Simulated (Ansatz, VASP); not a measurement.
# SiGe3 (alloy, x = 0.75, one random ordering in a cell of 16 atoms (invented)): VASP beside Ansatz, part 2 of 2

One calculation is typed for both programs; each brings its own data sets. How far apart do they land? The cell is generated by rule, not measured, and may not be a known phase. The cell is taken from a series of runs on this material, whose earlier steps may have relaxed, scaled, displaced or heated it; both programs get it as it stands.

VASP 6.6.1 and Ansatz 0.2.0.

So far: Starting point; VASP: relaxation of cell and atoms, r2SCAN.

## 3. Ansatz: relaxation of cell and atoms, r2SCAN

Level of this step: Ansatz beside VASP: Kohn-Sham DFT, plane waves, r2SCAN (Ansatz).

Ansatz runs on its PAW soft_1 files.

The same cell, functional, mesh and smearing now go to Ansatz, which takes its cutoff from its data sets.

Contents of input.yaml:

```yaml
crystal:
  lattice:
    - [6.860102, -3.960682, 0.0]
    - [6.860102, 3.960682, 0.0]
    - [-4.573401, 0.0, 6.467766]
  atoms:
    - { symbol: Ge, position: [0.375, 0.0, 0.8125] }
    - { symbol: Si, position: [0.875, 0.0, 0.3125] }
    - { symbol: Si, position: [0.375, 0.0, 0.3125] }
    - { symbol: Ge, position: [0.875, 0.0, 0.8125] }
    - { symbol: Ge, position: [0.375, 0.5, 0.3125] }
    - { symbol: Ge, position: [0.875, 0.5, 0.8125] }
    - { symbol: Ge, position: [0.375, 0.5, 0.8125] }
    - { symbol: Ge, position: [0.875, 0.5, 0.3125] }
    - { symbol: Ge, position: [0.5, 0.125, 0.1875] }
    - { symbol: Si, position: [0.0, 0.125, 0.6875] }
    - { symbol: Ge, position: [0.5, 0.125, 0.6875] }
    - { symbol: Ge, position: [0.0, 0.125, 0.1875] }
    - { symbol: Ge, position: [0.5, 0.625, 0.6875] }
    - { symbol: Ge, position: [0.0, 0.625, 0.1875] }
    - { symbol: Ge, position: [0.5, 0.625, 0.1875] }
    - { symbol: Si, position: [0.0, 0.625, 0.6875] }
kpoints:
  mp_grid: { grid: [4, 4, 4] }
hamiltonian:
  xc: r2scan
  pseudopotentials: { kind: paw, azcp: { folder: soft_1 } }
scf:
  occupations: { method: gaussian, width: 0.02 }
output:
  forces: true
  stress: true
  eigenvalues: true
  write_density: true
  write_potential: true
  elf: true
  volumetric_format: npy
relax:
  adjacent_minimum: "off"
  f_tol: 0.005
  max_steps: 80
  cell: { stress_tol: 0.05 }
```

Launch:

```bash
$ ansatz run input.yaml --threads 4 --pin off --max-ram 10240MiB --backend cpu --events-out ev --progress --plain --runs-dir out
```

Numbers of over 12 decimals in the logs are rounded to 6 here.

Output:

```text
Engine: ansatz 0.2.0, x86_64-unknown-linux-gnu
Pseudopotentials: kind: paw
Pseudopotential: Ge, paw, valence charge 14, recommended cutoff 500 eV (meta_gga), soft_1/Ge.paw.azcp
Pseudopotential: Si, paw, valence charge 4, recommended cutoff 500 eV (meta_gga), soft_1/Si.paw.azcp
Functional definition: r2SCAN
  parameter k0 = 0.174
  parameter k1 = 0.065
  parameter a1 = 4.9479
  exchange = r2scan_x(k0 = k0, k1 = k1, a1 = a1)
  correlation = r2scan_c
Crystal: 16 atoms, lattice volume = 351.467 Å³
Basis set: ecut = 500 eV, 8873 PW (Γ), exchange–correlation on 240×240×240 points (64 copies of the dense FFT grid, shifted against one another)
Bands: 111, of which v1, the nominal top of the filled ones, is band 92 counted from 1 (91 counted from 0)
Symmetry: 2 space group operations
Space group: C2 (ITA 5), of the structure as read, at distance tolerance 7.1e-5 Å
k-points: 24 of 64 (time reversal used)
Non-local potential: Ge, projectors of the file, l = 0: 2, l = 1: 2, l = 2: 3, l = 3: 1
Non-local potential: Si, projectors of the file, l = 0: 2, l = 1: 2, l = 2: 1
PAW form: soft (Blöchl's): semilocal exchange-correlation on the pseudo side does not see the compensation charge
PAW frozen core: Ge, regenerated for the run's functional (the file was generated under x = pbe(κ = 0.804, μ = 0.219515), c = pbe(β = 0.066725))
PAW frozen core: Si, regenerated for the run's functional (the file was generated under x = pbe(κ = 0.804, μ = 0.219515), c = pbe(β = 0.066725))
PAW one-centre angular grid: Ge, 590 points (default); XC on 160 Gauss nodes
PAW one-centre angular grid: Si, 302 points (default); XC on 160 Gauss nodes
Initial density: superposition of atomic densities (chi_scale 0.1, normalization cell, long waves kept (reshape's long-wave potential 0.02 eV rms))
Initial wavefunctions: pseudopotential atomic-orbital guess
Functional: x = r2scan, c = r2scan; τ floored in thin density (d = 2e-4 eV/Å³)
iter 1 solved again at ethr=2.38e-3 eV; its pass at ethr=3.10e-3 eV (dr2=4.37e0 eV) is discarded
SCF iter   1: F=—  HF=-54190.468184 eV  |F-HF|=—  |Δ(HF+E_count)|=         —  Δρ=4.00e-2  dr2=4.38e0  dr2_τ=5.16e-2  ethr=2.38e-3  ⟨swp⟩=1.9  Hψ=13216  notcnv=0
preconditioner: auto → Resta (q_TF=auto, 2.449 Å⁻¹)  ε∞=2.5  [insulator: Δε(μ)=0.526 eV  Ē_g=21.618 eV  σ=0.020 eV  W_gap=1.00  n_scr=88 (ndim 8)  ℏωp=26.9 eV  f_vac=0.000  D(μ)=0.00/eV (n_scr^D=0)  ε∞_Penn≈2.5]
SCF iter   2: F=—  HF=-54190.746489 eV  |F-HF|=—  |Δ(HF+E_count)|=   2.78e-1  Δρ=2.38e-2  dr2=1.58e0  dr2_τ=6.35e-3  ethr=2.38e-3  ⟨swp⟩=2.4  Hψ=3144  notcnv=0
SCF iter   3: F=—  HF=-54190.988535 eV  |F-HF|=—  |Δ(HF+E_count)|=   2.42e-1  Δρ=1.98e-3  dr2=1.81e-2  dr2_τ=3.62e-4  ethr=8.61e-4  ⟨swp⟩=4.2  Hψ=4186  notcnv=0
SCF iter   4: F=—  HF=-54190.982034 eV  |F-HF|=—  |Δ(HF+E_count)|=   6.50e-3  Δρ=1.07e-3  dr2=3.26e-3  dr2_τ=3.48e-5  ethr=9.84e-6  ⟨swp⟩=3.4  Hψ=5502  notcnv=0  defer=40
SCF iter   5: F=—  HF=-54190.984297 eV  |F-HF|=—  |Δ(HF+E_count)|=   2.26e-3  Δρ=3.27e-4  dr2=4.75e-4  dr2_τ=8.38e-6  ethr=1.77e-6  ⟨swp⟩=2.0  Hψ=4885  notcnv=0  defer=41
SCF iter   6: F=—  HF=-54190.984407 eV  |F-HF|=—  |Δ(HF+E_count)|=   1.10e-4  Δρ=6.62e-5  dr2=3.24e-5  dr2_τ=5.56e-7  ethr=2.58e-7  ⟨swp⟩=2.0  Hψ=4818  notcnv=0  defer=41
SCF iter   7: F=—  HF=-54190.984532 eV  |F-HF|=—  |Δ(HF+E_count)|=   1.25e-4  Δρ=2.37e-5  dr2=1.46e-6  dr2_τ=2.53e-8  ethr=1.76e-8  ⟨swp⟩=2.0  Hψ=4818  notcnv=0  defer=41
SCF iter   8: F=—  HF=-54190.984534 eV  |F-HF|=—  |Δ(HF+E_count)|=   1.56e-6  Δρ=8.07e-6  dr2=2.24e-7  dr2_τ=2.93e-9  ethr=7.94e-10  ⟨swp⟩=2.0  Hψ=4818  notcnv=0  defer=41
SCF iter   9: F=-54190.984534 eV  HF=-54190.984534 eV  |F-HF|=1.25e-8  |Δ(HF+E_count)|=   1.62e-7  Δρ=2.18e-6  dr2=1.21e-8  dr2_τ=3.13e-10  ethr=5.43e-11  ⟨swp⟩=11.8  Hψ=20679  notcnv=0
SCF 1 converged in 9 iterations: F = -54190.984534 eV  dr2 = 1.21e-8
  greatest PAW one-centre occupation: 0.998 electrons in one spin orbital (limit 2), on the Ge atom at site 12 (counted from 0), in its partial waves of l = 2
relax step   1: F+E_penalty+E_count = -54190.98453377 eV  Δ(F+E_penalty+E_count) = +0.000e0 eV  max|allowed force component| = 4.435e-1 eV/Å  Δτ_max = 0.0000 Å  P = +0.280 GPa  Ω = 351.467 Å³  (9 SCF iters, dr2 threshold 1.00e-7 eV, accepted)
Crystal: 16 atoms, lattice volume = 352.618 Å³
Initial density: handed on by an earlier stage of this run
Initial wavefunctions: those handed on with the density
iter 1 solved again at ethr=1.41e-5 eV; its pass at ethr=3.10e-3 eV (dr2=2.59e-2 eV) is discarded
SCF iter   1: F=—  HF=-54191.012527 eV  |F-HF|=—  |Δ(HF+E_count)|=         —  Δρ=3.38e-3  dr2=2.63e-2  dr2_τ=2.34e-2  ethr=1.41e-5  ⟨swp⟩=4.1  Hψ=10682  notcnv=0  defer=1
preconditioner: auto → Resta (q_TF=auto, 2.448 Å⁻¹)  ε∞=2.5  [insulator: Δε(μ)=0.523 eV  Ē_g=21.584 eV  σ=0.020 eV  W_gap=1.00  n_scr=88 (ndim 8)  ℏωp=26.8 eV  f_vac=0.030  D(μ)=0.00/eV (n_scr^D=0)  ε∞_Penn≈2.5]
[...]
SCF converged after 4 iterations
Free energy (F): -54191.064727 eV
Harris-Foulkes:  -54191.064727 eV  (|F-HF|=4.37e-11)
Internal energy: -54191.064727 eV  (E = F + TS)
E sigma→0 (E₀):  -54191.064727 eV
Fermi energy:    8.075164 eV
--- Per-component energies (eV) ---
  E_band       = -1943.052834
  E_kinetic    = 1272.197775
  E_local      = -28969.757706  (includes V_loc(G=0)·N_el)
  E_nonlocal   = 2710.421958
  E_hartree    = 13831.390213
  E_xc         = -1000.994162
  E_vxc        = -1022.716755  (∫ρ·V_xc dr)
  E_paw        = -26391.955827  (= ΣΔE_a)
  E_vpaw       = -3646.702741  (= ΣTr[D̂ρ^β])
  E_aug_tail   = 0.000002  (compensation charges beyond the density's cutoff)
  E_vtau       = 50.725463  (kinetic-family band-sum trace: ∫τ·v_τ [+ j·A + Jᵃ·Aᵃ] dr)
  E_ewald      = -15629.032121
  E_core_change = -13.334860  (= ΣΔE_core)
  E_smearing   = -0.000000  (= −TS)
  E_closure    = 0.000000  (closes the sum)
  Σ components = -54191.064727   (vs F -54191.064727, Δ=0.00e0)
--- Forces (eV/Å), atoms counted from 1 ---
  atom   1  Ge    -0.00004342     0.00007547     0.00016833
  atom   2  Si     0.00016854    -0.00032209     0.00070930
  atom   3  Si    -0.00014920     0.00002117     0.00009682
  atom   4  Ge    -0.00025983     0.00000494     0.00029792
  atom   5  Ge    -0.00014975    -0.00011619    -0.00017285
  atom   6  Ge    -0.00003160     0.00047453     0.00027409
  atom   7  Ge     0.00008528     0.00000176     0.00002977
  atom   8  Ge    -0.00002156    -0.00014005     0.00014208
  atom   9  Ge     0.00003160     0.00047453    -0.00027409
  atom  10  Si    -0.00016854    -0.00032209    -0.00070930
  atom  11  Ge     0.00002156    -0.00014005    -0.00014208
  atom  12  Ge     0.00025983     0.00000494    -0.00029792
  atom  13  Ge     0.00014975    -0.00011619     0.00017285
  atom  14  Ge     0.00004342     0.00007547    -0.00016833
  atom  15  Ge    -0.00008528     0.00000176    -0.00002977
  atom  16  Si     0.00014920     0.00002117    -0.00009682
  max |Σ_I F_I| component: 9.40e-7 eV/Å
--- Stress (GPa, compression-positive) ---
        0.003304       0.000000       0.000147
        0.000000       0.002816      -0.000000
        0.000147      -0.000000       0.000924
  P = ⅓ Tr σ = 0.0023 GPa (0.023 kbar)
--- Band table (eV; the first three rows and the last of 24) ---
  k-point 0: bands = [... 88 lower, 6.4937, 7.7974, 7.8009, 7.8177, 8.3326, 8.4180, 8.5481, 8.5941, ... 15 higher]
  k-point 1: bands = [... 88 lower, 6.5243, 6.5399, 7.4716, 7.4811, 8.7230, 8.8233, 8.9197, 9.0424, ... 15 higher]
  k-point 2: bands = [... 88 lower, 6.9096, 6.9108, 6.9277, 6.9279, 9.0979, 9.1315, 9.3458, 9.3724, ... 15 higher]
  k-point 23: bands = [... 88 lower, 6.9104, 6.9112, 6.9214, 6.9377, 9.1059, 9.1141, 9.3311, 9.3651, ... 15 higher]
--- Relaxed structure (4 steps of the walk, 4 accepted, 1 SCFs on fresh bases) ---
  F+E_penalty+E_count = -54191.06472708 eV   max|allowed force component| = 7.093e-4 eV/Å   (the final SCF, on the basis selected at the relaxed cell)
  cell:  # Å, volume = 352.5295 Å³
    - [6.867759, -3.964929, -3.10008516076312e-5]
    - [6.867759, 3.964929, -3.10008516076312e-5]
    - [-4.578535, 0.0, 6.473159]
  atoms:
    - { symbol: Ge, position: [0.370675, 0.00142903, 0.810959] }
    - { symbol: Si, position: [0.876482, 0.0012826, 0.316543] }
    - { symbol: Si, position: [0.374874, 0.000125259, 0.312564] }
    - { symbol: Ge, position: [0.877850, -0.0028941, 0.809598] }
    - { symbol: Ge, position: [0.374900, 0.500008, 0.312477] }
    - { symbol: Ge, position: [0.877890, 0.497134, 0.809590] }
    - { symbol: Ge, position: [0.370617, 0.501388, 0.810928] }
    - { symbol: Ge, position: [0.876556, 0.501371, 0.316806] }
    - { symbol: Ge, position: [0.502866, 0.122110, 0.190410] }
    - { symbol: Si, position: [-0.0012826, 0.123518, 0.683457] }
    - { symbol: Ge, position: [0.498629, 0.123444, 0.683194] }
    - { symbol: Ge, position: [0.0028941, 0.122150, 0.190402] }
    - { symbol: Ge, position: [0.499992, 0.625100, 0.687523] }
    - { symbol: Ge, position: [-0.00142903, 0.629325, 0.189041] }
    - { symbol: Ge, position: [0.498612, 0.629383, 0.189072] }
    - { symbol: Si, position: [-0.000125259, 0.625126, 0.687436] }
```

## 4. Side by side

Known differences besides the potentials themselves: VASP keeps PBE cores, Ansatz makes them for the functional; the cutoff is 500 eV in Ansatz and 550 eV in VASP. Total energies have different zeros and are not compared.

Compared:

| quantity | Ansatz | VASP | difference |
| --- | --- | --- | --- |
| volume (Å³) | 352.53 | 352.93 | -0.11 % |
| edge a after relaxation, in the typed setting (Å) | 7.930 | 7.933 | -0.03 % |
| edge c after relaxation, in the typed setting (Å) | 7.929 | 7.932 | -0.04 % |

## 5. Outcome

| Property | Result |
| --- | --- |
| difference in volume (relaxation of cell and atoms, r2SCAN) | -0.11 % |

The difference in volume is -0.11 % (relaxation of cell and atoms, r2SCAN), within the 1.2 % picked in this series as the mark of a large difference, as far as the stopping tolerances let one tell. How closely two codes agree says nothing of how well the functional describes the real material.

[Lines on the potential files, build, host, timing and source positions are cut from VASP's logs without a mark.]

[Logs are printed without paths, hosts, clocks, repeated set-up lines and the standing remarks that a program may print on its own settings, such as how far it seeks lower states.]

[Hosts, paths, dates, database ids (printed as entryN), source tags and the programs' standing remarks are cut or masked in the printed files.]
